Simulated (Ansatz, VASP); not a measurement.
# Two plane-wave programs on NbTe4Mo

```
Nb Te Mo
1.0
     3.63097    0.00000    0.00000
    -1.81548    3.14451    0.00000
     0.00000    0.00000   14.71908
Nb Te Mo
1 4 1
Cartesian
  0.0000 2.0963 0.0000
  0.0000 2.0963 5.5758
  1.8155 1.0482 12.8567
  0.0000 2.0963 9.1433
  1.8155 1.0482 1.8624
  1.8155 1.0482 7.3595
```

Alike in both runs: functional PBE; k mesh 6 × 6 × 2; occupations gaussian, width 0.1 eV; no spin polarisation.

Ansatz relaxed the structure, and its values are those at the end. VASP's run is a single point on that final structure, the one shown.

```csv
,VASP,Ansatz
version,VASP 6.6.1,Ansatz 0.2.0
potentials or method,"VASP PAW PBE potentials, release 64 (Nb_sv, Te, Mo_sv)","scalar-relativistic, plane waves, PAW"
plane-wave cutoff (eV),520,420
valence electrons in the cell,51,91
```

VASP gave:

* gap on the k mesh at the Fermi level (eV): none
* pressure (GPa): -0.2
* rms of the force components (eV/Å): 0.008

Problem. Estimate Ansatz's values.

Solution. gap on the k mesh at the Fermi level (eV): none; pressure (GPa): -0.2; rms of the force components (eV/Å): 0.012.

A gap of «none» marks a metal or a gap that the smearing closes. The two sets of potentials don't hold the same shells in valence.

Caveats: this functional lacks dispersion, which binds the layers, so the pressure and a relaxed spacing across them are unreliable. Spin-orbit coupling is left out, which matters for the levels of Te.
